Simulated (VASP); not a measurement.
Method: PBEsol GGA, VASP's PBE PAW potentials (set 64) (plane waves; VASP).

The input files of a VASP run:

INCAR:
```
! general
SYSTEM  = MoTe2 bilayer
PREC    = Normal
ENCUT   = 400
LREAL   = .FALSE.
LASPH   = .TRUE.

! electronic loop
EDIFF   = 1E-6
NELM    = 100
NELMIN  = 4
ALGO    = Normal
LMAXMIX = 4

! smearing
ISMEAR  = 0
SIGMA   = 0.05

! functional
GGA     = PS

! output
LWAVE   = .FALSE.
LCHARG  = .FALSE.
LORBIT  = 11
LVHAR   = .TRUE.
```

**KPOINTS**
```
K-points
0
gamma
  12 12 1
0 0 0
```

### POSCAR
```
MoTe2 bilayer
1
    3.4947547102     0.0000000000     0.0000000000
   -1.7473773551     3.0265459478     0.0000000000
    0.0000000000    -0.0000000000    26.6499040409
Te Mo
4 2
Direct
  0.3333330000   0.6666670000   0.4365044964
  0.3333330000   0.6666670000   0.3009794481
  0.6666670000   0.3333330000   0.6990205519
  0.6666670000   0.3333330000   0.5634955036
  0.6666670000   0.3333330000   0.3686379841
  0.3333330000   0.6666670000   0.6313620159
```

POTCAR, in this order: Te Mo_sv (PBE.64 set). Program: vasp_std. Read from the step before: WAVECAR.

Output

OUTCAR:
```
 ion  position               nearest neighbor table
   1  0.333  0.667  0.437-   5 2.71   5 2.71   5 2.71   2 3.61
   2  0.333  0.667  0.301-   5 2.71   5 2.71   5 2.71   1 3.61
   3  0.667  0.333  0.699-   6 2.71   6 2.71   6 2.71   4 3.61
   4  0.667  0.333  0.563-   6 2.71   6 2.71   6 2.71   3 3.61
   5  0.667  0.333  0.369-   2 2.71   2 2.71   2 2.71   1 2.71   1 2.71   1 2.71
   6  0.333  0.667  0.631-   3 2.71   3 2.71   3 2.71   4 2.71   4 2.71   4 2.71
  LATTYP: Found a hexagonal cell.
 ALAT       =     3.4947547102
 C/A-ratio  =     7.6256865648
 Subroutine PRICEL returns:
 Original cell was already a primitive cell.
 Subroutine GETGRP returns: Found 12 space group operations
The static configuration has the point symmetry D_3d.
The dynamic configuration has the point symmetry D_3d.
 Subroutine INISYM returns: Found 12 space group operations
 Subroutine IBZKPT returns following result:
 Found     19 irreducible k-points:

 Following reciprocal coordinates:
            Coordinates               Weight
  0.000000  0.000000  0.000000      1.000000
  0.083333  0.000000  0.000000      6.000000
  0.166667  0.000000  0.000000      6.000000
  0.250000  0.000000  0.000000      6.000000
  0.333333 -0.000000  0.000000      6.000000
  0.416667  0.000000  0.000000      6.000000
  0.500000  0.000000  0.000000      3.000000
  0.083333  0.083333  0.000000      6.000000
  0.166667  0.083333  0.000000     12.000000
  0.250000  0.083333  0.000000     12.000000
  0.333333  0.083333  0.000000     12.000000
  0.416667  0.083333  0.000000     12.000000
  0.166667  0.166667  0.000000      6.000000
  0.250000  0.166667  0.000000     12.000000
  0.333333  0.166667  0.000000     12.000000
  0.416667  0.166667  0.000000      6.000000
  0.250000  0.250000  0.000000      6.000000
  0.333333  0.250000  0.000000     12.000000
  0.333333  0.333333  0.000000      2.000000
...
```

**OSZICAR**
```
       N       E                     dE             d eps       ncg     rms          rms(c)
DAV:   1    -0.393118110325E+02   -0.39312E+02   -0.20936E-04  1258   0.764E-02    0.797E-03
DAV:   2    -0.393118105494E+02    0.48311E-06   -0.25130E-06  1135   0.866E-03    0.259E-03
DAV:   3    -0.393118104982E+02    0.51218E-07   -0.32734E-07   736   0.305E-03    0.174E-03
DAV:   4    -0.393118104904E+02    0.77116E-08   -0.80517E-08   694   0.136E-03
   1 F= -.39311810E+02 E0= -.39311810E+02  d E =-.201988E-23
```

**OUTCAR**
```
------------------------ aborting loop because EDIFF is reached ----------------------------------------
  FORCE on cell =-STRESS in cart. coord.  units (eV):
  Direction    XX          YY          ZZ          XY          YZ          ZX
  --------------------------------------------------------------------------------------
  Total       -0.2674126     -0.2674126     -0.2305699      0.0000000     -0.0000000     -0.0000000
  in kB       -1.5199626     -1.5199622     -1.3105499      0.0000000     -0.0000000     -0.0000000
  external PRESSURE =      -1.4501582 kB  Pullay stress =       0.0000000 kB
  volume of cell :      281.88
      direct lattice vectors                 reciprocal lattice vectors
     3.494754710  0.000000000  0.000000000     0.286143115  0.165204827  0.000000000
    -1.747377355  3.026545948  0.000000000     0.000000000  0.330409654  0.000000000
     0.000000000  0.000000000 26.649904041     0.000000000  0.000000000  0.037523587
 POSITION                                       TOTAL-FORCE (eV/Angst)
 -----------------------------------------------------------------------------------
     -0.00000      2.01770     11.63280         0.000000     -0.000000     -0.001832
     -0.00000      2.01770      8.02107        -0.000000      0.000000     -0.001620
      1.74738      1.00885     18.62883         0.000000      0.000000      0.001620
      1.74738      1.00885     15.01710        -0.000000      0.000000      0.001832
      1.74738      1.00885      9.82417         0.000000     -0.000000      0.005446
     -0.00000      2.01770     16.82574        -0.000000      0.000000     -0.005446
 -----------------------------------------------------------------------------------
    total drift:                                0.000000      0.000000      0.000000
  FREE ENERGIE OF THE ION-ELECTRON SYSTEM (eV)
  ---------------------------------------------------
  free  energy   TOTEN  =       -39.3118104904 eV

  energy  without entropy=      -39.3118104904  energy(sigma->0) =      -39.31181049

 total charge

# of ion       s       p       d       tot
------------------------------------------
    1        1.386   1.974   0.066   3.426
    2        1.384   1.984   0.064   3.432
    3        1.384   1.984   0.064   3.432
    4        1.386   1.974   0.066   3.426
    5        2.259   6.151   4.005  12.415
    6        2.259   6.151   4.005  12.415
--------------------------------------------------
tot         10.059  20.219   8.270  38.547
```
(Selected blocks of OUTCAR.)

The cell is a sheet with vacuum, built from MoTe2 (2H layered).
